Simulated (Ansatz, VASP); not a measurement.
**Ti (Titanium): VASP beside Ansatz**

Aim: how closely do two programs agree when they are given the same cell, functional and k mesh? The cell is taken from a series of runs on this material, whose earlier steps may have relaxed, scaled, displaced or heated it; both programs get it as it stands.

Program: Ansatz 0.2.0. Level of theory: plane waves, with VASP 6.6.1 beside it; zone-centre phonons at PBEsol. Results are calculated unless marked as measured.

## 1. The starting structure

It takes space group P6_3/mmc (No. 194, hexagonal). The conventional cell has a = 2.842 Å, b = 2.842 Å, c = 4.667 Å, α = 90.00°, β = 90.00°, γ = 120.00°. Nearest to Ti lie 12 Ti at 2.84 to 2.85 Å.

## 2. VASP: zone-centre phonons, PBEsol

Second derivatives magnify differences that forces hide, and they need a tight electronic threshold.

Lines of VASP's logs that name or quote its potential files are left out, and so is its time.

INCAR

```
SYSTEM = Ti
PREC = Accurate
ENCUT = 500
EDIFF = 1E-08
NELM = 120
ISMEAR = 1
SIGMA = 0.2
LREAL = .FALSE.
ALGO = Normal
GGA = PS
NBANDS = 18
LASPH = .TRUE.
LORBIT = 11
LWAVE = .FALSE.
LCHARG = .FALSE.
ISIF = 2
IBRION = 8
GGA_COMPAT = .FALSE.
KPAR = 2
```

POSCAR

```
Ti
1.0
    2.8424331250      0.0000000000      0.0000000000
   -1.4212165625      2.4616192948      0.0000000000
    0.0000000000      0.0000000000      4.6671915164
Ti
2
Direct
    0.3333333333      0.6666666667      0.2500000000
    0.6666666667      0.3333333333      0.7500000000
```

KPOINTS

```
Automatic mesh
0
Gamma
18 18 12
0 0 0
```

The projector-augmented-wave data sets are Ti_sv (PBE family, release 64).

Launch:

```
mpirun -np 2 vasp_std
```

Numbers of over 12 decimals in the logs are rounded to 6 here.

The program printed:

```text
[banner, memory and clock lines left out]
running    2 mpi-ranks, on    1 nodes
 distrk:  each k-point on    1 cores,    2 groups
 distr:  one band on    1 cores,    1 groups

 POSCAR found type information on POSCAR Ti
 POSCAR found :  1 types and       2 ions
|                                                                             |
|               ----> ADVICE to this user running VASP <----                  |
|                                                                             |
|     You enforced a specific xc type in the INCAR file but a different       |
|     [... a line on the potential file left out ...]
|     I HOPE YOU KNOW WHAT YOU ARE DOING!                                     |
|                                                                             |

 LDA part: xc-table for (Slater+PW92), standard interpolation
 POSCAR, INCAR and KPOINTS ok, starting setup
 FFT: planning ... GRIDC
 FFT: planning ... GRID_SOFT
 FFT: planning ... GRID
 WAVECAR not read
 entering main loop
       N       E                     dE             d eps       ncg     rms          rms(c)
DAV:   1     0.253646364136E+03    0.25365E+03   -0.12956E+04  9324   0.165E+03
DAV:   2     0.107669483035E+02   -0.24288E+03   -0.23978E+03  9504   0.450E+02
DAV:   3    -0.176534031353E+02   -0.28420E+02   -0.28047E+02 17532   0.127E+02
DAV:   4    -0.187438580150E+02   -0.10905E+01   -0.10894E+01 10706   0.263E+01
DAV:   5    -0.187945173442E+02   -0.50659E-01   -0.50648E-01 14586   0.405E+00    0.132E+01
DAV:   6    -0.166658746400E+02    0.21286E+01   -0.74465E+00 10944   0.292E+01    0.338E+00
DAV:   7    -0.166386067341E+02    0.27268E-01   -0.89870E-01 14218   0.736E+00    0.212E+00
DAV:   8    -0.166693089395E+02   -0.30702E-01   -0.23661E-01 10804   0.590E+00    0.764E-01
DAV:   9    -0.166599340143E+02    0.93749E-02   -0.54472E-02 11074   0.248E+00    0.772E-02
DAV:  10    -0.166603437581E+02   -0.40974E-03   -0.32297E-03 13754   0.385E-01    0.102E-01
DAV:  11    -0.166604029774E+02   -0.59219E-04   -0.23832E-04 10876   0.126E-01    0.379E-02
DAV:  12    -0.166603946048E+02    0.83726E-05   -0.44320E-05 11592   0.584E-02    0.569E-03
DAV:  13    -0.166603948055E+02   -0.20069E-06   -0.12610E-06 11214   0.102E-02    0.426E-04
DAV:  14    -0.166603949909E+02   -0.18544E-06   -0.21528E-07 14632   0.297E-03    0.771E-04
DAV:  15    -0.166603950179E+02   -0.27033E-07   -0.26335E-08  9764   0.130E-03    0.161E-04
DAV:  16    -0.166603950410E+02   -0.23075E-07   -0.25463E-09  5338   0.437E-04    0.645E-05
DAV:  17    -0.166603950346E+02    0.63960E-08   -0.61252E-10  5276   0.188E-04
   1 F= -.16660395E+02 E0= -.16661811E+02  d E =0.424929E-02
 Linear response reoptimize wavefunctions to high precision
DAV:   1    -0.166603950337E+02    0.87402E-09   -0.20881E-10  5356   0.848E-05
DAV:   2    -0.166603950338E+02   -0.36380E-10   -0.10068E-10  5202   0.566E-05
 Linear response DOF=           2
 Linear response progress:
  Degree of freedom:   1/  2
       N       E                     dE             d eps       ncg     rms          rms(c)
RMM:   1    -0.554897757018E+00   -0.55490E+00    0.28993E+01 41455   0.144E+02
RMM:   2    -0.530361255071E+00    0.24537E-01   -0.33776E-01 75295   0.471E+00    0.286E-01
RMM:   3    -0.527449015075E+00    0.29122E-02   -0.20699E-02 83865   0.124E+00    0.128E-01
RMM:   4    -0.527773227437E+00   -0.32421E-03   -0.79473E-03 98693   0.534E-01    0.186E-02
RMM:   5    -0.528359964546E+00   -0.58674E-03   -0.17195E-03104487   0.208E-01    0.114E-02
RMM:   6    -0.528620287300E+00   -0.26032E-03   -0.67669E-04102860   0.104E-01    0.137E-02
RMM:   7    -0.529216173683E+00   -0.59589E-03   -0.14209E-04 94854   0.519E-02    0.291E-03
RMM:   8    -0.529412946000E+00   -0.19677E-03   -0.61245E-05103951   0.281E-02    0.903E-04
RMM:   9    -0.529430026611E+00   -0.17081E-04   -0.38267E-06106456   0.144E-02    0.561E-04
RMM:  10    -0.529454987207E+00   -0.24961E-04   -0.20797E-06103626   0.769E-03    0.142E-04
RMM:  11    -0.529462911124E+00   -0.79239E-05   -0.23159E-06106979   0.440E-03    0.115E-04
RMM:  12    -0.529461393115E+00    0.15180E-05   -0.20878E-06105989   0.253E-03    0.597E-05
RMM:  13    -0.529461606115E+00   -0.21300E-06   -0.13698E-06108384   0.164E-03    0.543E-05
RMM:  14    -0.529458395961E+00    0.32102E-05   -0.24922E-06 98541   0.114E-03    0.113E-04
RMM:  15    -0.529462024932E+00   -0.36290E-05   -0.20112E-06 91438   0.909E-04    0.260E-05
RMM:  16    -0.529461625060E+00    0.39987E-06   -0.27906E-06103005   0.654E-04    0.131E-05
RMM:  17    -0.529461624586E+00    0.47435E-09   -0.63529E-07106754   0.504E-04    0.115E-05
RMM:  18    -0.529461632402E+00   -0.78164E-08   -0.15598E-06102755   0.413E-04    0.733E-06
RMM:  19    -0.529461891408E+00   -0.25901E-06   -0.57331E-07 99057   0.353E-04    0.368E-06
RMM:  20    -0.529461889099E+00    0.23087E-08   -0.91896E-07108412   0.303E-04    0.295E-06
RMM:  21    -0.529461896876E+00   -0.77766E-08   -0.33420E-07100889   0.270E-04    0.543E-06
RMM:  22    -0.529461908017E+00   -0.11140E-07   -0.51597E-07101537   0.244E-04    0.553E-06
RMM:  23    -0.529461891072E+00    0.16944E-07   -0.15472E-07105166   0.225E-04    0.581E-06
RMM:  24    -0.529461849212E+00    0.41861E-07   -0.28851E-07 97360   0.210E-04    0.527E-06
 first order change of Fermi-energy   0.64361E-04
 force on displaced ion       1 direction 1 :  -1.265  -0.001   0.000
 Linear response progress:
  Degree of freedom:   2/  2
       N       E                     dE             d eps       ncg     rms          rms(c)
RMM:   1    -0.695273456101E+00   -0.69527E+00    0.29845E+01 14251   0.145E+02
RMM:   2    -0.657147764196E+00    0.38126E-01   -0.34354E-01 26260   0.476E+00    0.299E-01
RMM:   3    -0.654899767826E+00    0.22480E-02   -0.25979E-02 28566   0.132E+00    0.134E-01
RMM:   4    -0.656149685121E+00   -0.12499E-02   -0.10718E-02 32795   0.594E-01    0.569E-02
RMM:   5    -0.656583881446E+00   -0.43420E-03   -0.20163E-03 31042   0.244E-01    0.204E-02
RMM:   6    -0.657174540412E+00   -0.59066E-03   -0.76661E-04 35083   0.127E-01    0.111E-02
RMM:   7    -0.657518585690E+00   -0.34405E-03   -0.12232E-04 34843   0.563E-02    0.723E-03
RMM:   8    -0.658068696504E+00   -0.55011E-03   -0.46848E-05 31428   0.333E-02    0.253E-03
RMM:   9    -0.658065953567E+00    0.27429E-05   -0.17500E-05 35184   0.169E-02    0.966E-04
RMM:  10    -0.658036296984E+00    0.29657E-04   -0.14663E-05 34586   0.937E-03    0.358E-04
RMM:  11    -0.658042477102E+00   -0.61801E-05   -0.77643E-06 36420   0.539E-03    0.246E-04
RMM:  12    -0.658049495214E+00   -0.70181E-05   -0.53245E-06 34656   0.333E-03    0.867E-05
RMM:  13    -0.658054595097E+00   -0.50999E-05   -0.42512E-06 35663   0.224E-03    0.118E-04
RMM:  14    -0.658051827584E+00    0.27675E-05   -0.23047E-06 35031   0.152E-03    0.232E-05
RMM:  15    -0.658051988095E+00   -0.16051E-06   -0.20957E-06 36590   0.111E-03    0.297E-05
RMM:  16    -0.658051878968E+00    0.10913E-06   -0.18407E-06 35019   0.852E-04    0.448E-05
RMM:  17    -0.658051590623E+00    0.28834E-06   -0.10331E-06 33524   0.701E-04    0.389E-05
RMM:  18    -0.658051773100E+00   -0.18248E-06   -0.60648E-07 34657   0.591E-04    0.328E-05
RMM:  19    -0.658052002028E+00   -0.22893E-06   -0.83590E-07 34492   0.515E-04    0.274E-05
RMM:  20    -0.658052212710E+00   -0.21068E-06   -0.11809E-06 32111   0.470E-04    0.217E-05
RMM:  21    -0.658052462183E+00   -0.24947E-06   -0.55903E-07 31942   0.442E-04    0.225E-05
RMM:  22    -0.658052724910E+00   -0.26273E-06   -0.56649E-07 33217   0.395E-04    0.266E-05
RMM:  23    -0.658052811214E+00   -0.86304E-07   -0.36900E-07 35118   0.356E-04    0.239E-05
 first order change of Fermi-energy  -0.21494E-03
 force on displaced ion       1 direction 3 :  -0.000   0.000  -3.589
 Linear response finished
```

Parts of OUTCAR (step 2):

```text
ion  position               nearest neighbor table
   1  0.333  0.667  0.250-   2 2.85   2 2.85   2 2.85   2 2.85   2 2.85   2 2.85
   2  0.667  0.333  0.750-   1 2.85   1 2.85   1 2.85   1 2.85   1 2.85   1 2.85

  LATTYP: Found a hexagonal cell.
 ALAT       =     2.8424331250
 C/A-ratio  =     1.6419705622

 Subroutine GETGRP returns: Found 24 space group operations
 (whereof 12 operations were pure point group operations)

The static configuration has the point symmetry D_3d.
 The point group associated with its full space group is D_6h.

 Found    259 irreducible k-points:

   k-points           NKPTS =    259   k-points in BZ     NKDIM =    259   number of bands    NBANDS=     18

   dimension x,y,z NGX =    24 NGY =   24 NGZ =   36
   dimension x,y,z NGXF=    48 NGYF=   48 NGZF=   72

   ENCUT  =  500.0 eV  36.75 Ry    6.06 a.u.   5.18  5.18  8.51*2*pi/ulx,y,z

   NELECT =      24.0000    total number of electrons

 k-points in reciprocal lattice and weights: Automatic mesh
   0.00000000  0.00000000  0.00000000       0.000
   0.05555556 -0.00000000  0.00000000       0.002
   0.11111111 -0.00000000  0.00000000       0.002
   0.16666667 -0.00000000  0.00000000       0.002
   0.22222222 -0.00000000  0.00000000       0.002
   0.27777778  0.00000000  0.00000000       0.002
   0.33333333 -0.00000000  0.00000000       0.002
   0.38888889 -0.00000000  0.00000000       0.002
   0.44444444 -0.00000000  0.00000000       0.002
[...]
0.33333333  0.27777778  0.50000000       0.003
   0.33333333  0.33333333  0.50000000       0.001

 average (electrostatic) potential at core
       1 -71.4814       2 -71.4814

  Total        0.7973879      0.7973879     -0.0732708      0.0000000     -0.0000000      0.0000000
  in kB       39.1213163     39.1213163     -3.5948020      0.0000000     -0.0000000      0.0000000
  external PRESSURE =      24.8826102 kB  Pullay stress =       0.0000000 kB

  energy-cutoff  :      500.00
  volume of cell :       32.66
      direct lattice vectors                 reciprocal lattice vectors
     2.842433125  0.000000000  0.000000000     0.351811267  0.203118330  0.000000000
    -1.421216562  2.461619295  0.000000000     0.000000000  0.406236660  0.000000000
     0.000000000  0.000000000  4.667191516     0.000000000  0.000000000  0.214261617

 POSITION                                       TOTAL-FORCE (eV/Angst)
 -----------------------------------------------------------------------------------
     -0.00000      1.64108      1.16680         0.000000      0.000000      0.000000
      1.42122      0.82054      3.50039        -0.000000     -0.000000      0.000000
 -----------------------------------------------------------------------------------
    total drift:                               -0.000000      0.000000     -0.000000

 Eigenvectors and eigenvalues of the dynamical matrix
 ----------------------------------------------------

   1 f  =    6.053073 THz    38.032582 2PiTHz  201.908796 cm-1    25.033489 meV
             X         Y         Z           dx          dy          dz
     -0.000000  1.641080  1.166798     0.000000    0.000000   -0.707107
      1.421217  0.820540  3.500394     0.000000    0.000000    0.707107

   2 f  =    3.593331 THz    22.577562 2PiTHz  119.860604 cm-1    14.860814 meV
             X         Y         Z           dx          dy          dz
     -0.000000  1.641080  1.166798    -0.707107    0.000003    0.000000
      1.421217  0.820540  3.500394     0.707107   -0.000003    0.000000

   3 f  =    3.593331 THz    22.577562 2PiTHz  119.860604 cm-1    14.860814 meV
             X         Y         Z           dx          dy          dz
     -0.000000  1.641080  1.166798     0.000003    0.707107    0.000000
      1.421217  0.820540  3.500394    -0.000003   -0.707107    0.000000

   4 f  =    0.000000 THz     0.000000 2PiTHz    0.000001 cm-1     0.000000 meV
             X         Y         Z           dx          dy          dz
     -0.000000  1.641080  1.166798    -0.306791    0.637087    0.000000
      1.421217  0.820540  3.500394    -0.306791    0.637087    0.000000

   5 f  =    0.000000 THz     0.000000 2PiTHz    0.000000 cm-1     0.000000 meV
             X         Y         Z           dx          dy          dz
     -0.000000  1.641080  1.166798     0.000000   -0.000000    0.707107
      1.421217  0.820540  3.500394     0.000000    0.000000    0.707107

   6 f/i=    0.000000 THz     0.000000 2PiTHz    0.000002 cm-1     0.000000 meV
             X         Y         Z           dx          dy          dz
     -0.000000  1.641080  1.166798     0.637087    0.306791    0.000000
      1.421217  0.820540  3.500394     0.637087    0.306791    0.000000

 ELASTIC MODULI CONTR FROM IONIC RELAXATION (kBar)
 Direction    XX          YY          ZZ          XY          YZ          ZX
 --------------------------------------------------------------------------------
 XX        -141.7624    141.7624      0.0000      0.0000      0.0000      0.0000
 YY         141.7624   -141.7624      0.0000     -0.0000      0.0000      0.0000
 ZZ           0.0000      0.0000      0.0000      0.0000      0.0000      0.0000
 XY           0.0000     -0.0000      0.0000   -141.7624      0.0000      0.0000
 YZ           0.0000      0.0000      0.0000      0.0000      0.0000      0.0000
 ZX           0.0000      0.0000      0.0000      0.0000      0.0000      0.0000
 --------------------------------------------------------------------------------
```

(Continued in part 2 of 2.)

[Lines on the potential files, build, host, timing and source positions are cut from VASP's logs without a mark.]

[Logs are printed without paths, hosts, clocks, repeated set-up lines and the standing remarks that a program may print on its own settings, such as how far it seeks lower states.]

[Hosts, paths, dates, database ids (printed as entryN), source tags and the programs' standing remarks are cut or masked in the printed files.]
